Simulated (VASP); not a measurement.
Input:

```
CELL_PARAMETERS angstrom
      0.00000     3.25944     3.25944
      3.25944     0.00000     3.25944
      3.25944     3.25944     0.00000
ATOMIC_POSITIONS crystal
  In 0.00000 0.00000 0.00000
  Sb 0.25000 0.25000 0.25000
```

Method: PBEsol GGA, VASP's PBE PAW potentials (set 64) (plane waves; VASP). Run with 520 eV cut-off, 11×11×11 Γ-centred mesh, tetrahedra with Blöchl corrections, potentials In_d Sb.

Unless said otherwise, spin-orbit coupling is left out, though it shifts the bands of the heavy elements here.

Question: Tabulate the total density of states (states/eV per cell) against energy (eV; zero at the valence-band maximum or, without a gap, the Fermi level).

Answer: 
(E (eV), DOS (states/eV)): (-9.89, 0.65); (-9.77, 0.75); (-9.54, 1.02); (-9.42, 1.27); (-9.18, 1.83); (-9.06, 1.80); (-8.82, 2.08); (-8.70, 0.94); (-8.58, 0.00); (-8.35, 0.00); (-8.23, 0.00); (-7.99, 0.00); (-7.87, 0.00); (-7.75, 0.00); (-7.51, 0.00); (-7.39, 0.00); (-7.16, 0.00); (-7.04, 0.00); (-6.80, 0.00); (-6.68, 0.00); (-6.56, 0.00); (-6.32, 0.00); (-6.20, 0.00); (-5.96, 0.00); (-5.85, 0.25); (-5.73, 1.62); (-5.49, 2.65); (-5.37, 1.57); (-5.13, 0.88); (-5.01, 0.76); (-4.77, 0.56); (-4.66, 0.48); (-4.54, 0.44); (-4.30, 0.36); (-4.18, 0.32); (-3.94, 0.25); (-3.82, 0.23); (-3.70, 0.22); (-3.46, 0.18); (-3.35, 0.16); (-3.11, 0.37); (-2.99, 1.52); (-2.75, 1.61); (-2.63, 1.34); (-2.51, 1.36); (-2.27, 1.83); (-2.15, 2.03); (-1.92, 1.95); (-1.80, 1.88); (-1.68, 1.86); (-1.44, 1.74); (-1.32, 1.71); (-1.08, 1.63); (-0.96, 1.31); (-0.73, 0.75); (-0.61, 0.61); (-0.49, 0.47); (-0.25, 0.23); (-0.13, 0.14); (0.11, 0.00); (0.23, 0.00); (0.34, 0.00); (0.58, 0.04); (0.70, 0.10); (0.94, 0.30); (1.06, 0.41); (1.30, 0.81); (1.42, 1.09); (1.53, 1.40); (1.77, 2.59); (1.89, 2.54); (2.13, 1.30); (2.25, 0.95); (2.37, 0.98); (2.61, 0.97); (2.73, 0.96); (2.96, 1.06); (3.08, 1.04); (3.32, 1.17); (3.44, 1.92)
Within 2 eV below the Fermi level the largest weight inside VASP's projection spheres is Sb p, then In p.

The compound is InSb in the zinc blende structure. It was relaxed first.
